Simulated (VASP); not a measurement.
The system is ZrPb2O5.

```
Zr Pb O
1.0
     5.41874    0.00000    0.00000
    -2.70937    4.69277    0.00000
     0.00000    0.00000    5.36248
Zr Pb O
1 2 5
Direct
  0.00000 0.00000 0.50000
  0.33333 0.66667 0.50000
  0.66667 0.33333 0.50000
  0.00000 0.00000 0.89350
  0.00000 0.00000 0.10650
  0.50000 0.00000 0.00000
  0.00000 0.50000 0.00000
  0.50000 0.50000 0.00000
```

The cell was built by a generator and needn't be a form met in nature.

| Item | Value |
| --- | --- |
| Program | VASP 6.6.1 |
| Task | relaxation of cell and atoms |
| Functional | PBE |
| Potentials or basis | VASP PAW PBE potentials, release 64 (Zr_sv, Pb_d, O) |
| Cutoff | 520 eV |
| k mesh | 3 × 3 × 3 |
| Occupations | gaussian, width 0.15 eV |
| Spin | no spin polarisation |

At the start: pressure -1.0 GPa; volume 17.05 Å³/atom.

Problem. Where does the relaxation end?

Solution. Over 21 steps the energy falls by 341.8 meV/atom and the volume is 17.81 Å³/atom (+4.5 %); space group P6/mmm (No. 191, to 0.05 Å).

The path:
```
step  energy change (eV)  largest force (eV/Å)  pressure (GPa)  volume (Å³)
   1              0.0000               12.7992           -1.03       136.36
   2             10.6126               33.2991           34.36       133.72
   3             -1.3740                4.0828           -3.13       135.52
   4             -1.5161                2.4045           -4.15       135.67
   5             -1.5326                1.4409           -4.54       135.75
   6             -1.4623                8.2136           16.59       126.45
   7             -2.3978                3.6577            3.47       131.04
   8             -0.1638               30.6821           11.48       134.69
   9             -2.5103                2.2918            3.50       131.51
  10             -2.5628                1.0224            3.59       131.80
  11             -2.5852                0.8912            3.74       132.18
  12             -2.5856                0.6489            3.64       132.14
  13             -2.6956                0.2403            1.33       137.47
  14             -2.7282                0.1772           -0.80       143.08
  15             -2.7285                0.1783           -0.74       142.70
  16             -2.7241                0.0485           -0.04       140.75
  17             -2.7284                0.1425           -0.48       142.38
  18             -2.7296                0.6833            0.49       142.62
  19             -2.7341                0.2467           -0.02       142.51
  20             -2.7298                0.7574            0.32       142.54
  21             -2.7347                0.0266           -0.02       142.52
```

Final structure:
```cif
data_structure
_symmetry_space_group_name_H-M 'P 1'
_symmetry_Int_Tables_number 1
_cell_length_a 5.8104
_cell_length_b 5.8104
_cell_length_c 4.8744
_cell_angle_alpha 90.000
_cell_angle_beta 90.000
_cell_angle_gamma 120.000
_cell_volume 142.52
loop_
_atom_site_label
_atom_site_type_symbol
_atom_site_fract_x
_atom_site_fract_y
_atom_site_fract_z
_atom_site_occupancy
Zr1 Zr 0.00000 0.00000 0.50000 1
Pb1 Pb 0.33333 0.66667 0.50000 1
Pb2 Pb 0.66667 0.33333 0.50000 1
O1 O 0.00000 0.00000 0.87113 1
O2 O 0.00000 0.00000 0.12887 1
O3 O 0.50000 0.00000 0.00000 1
O4 O 0.00000 0.50000 0.00000 1
O5 O 0.50000 0.50000 0.00000 1
```

Caveat: the k mesh is coarse (spacing up to 0.45 Å⁻¹), so the values aren't converged; the standard files for N, O and F lose accuracy on very short bonds.
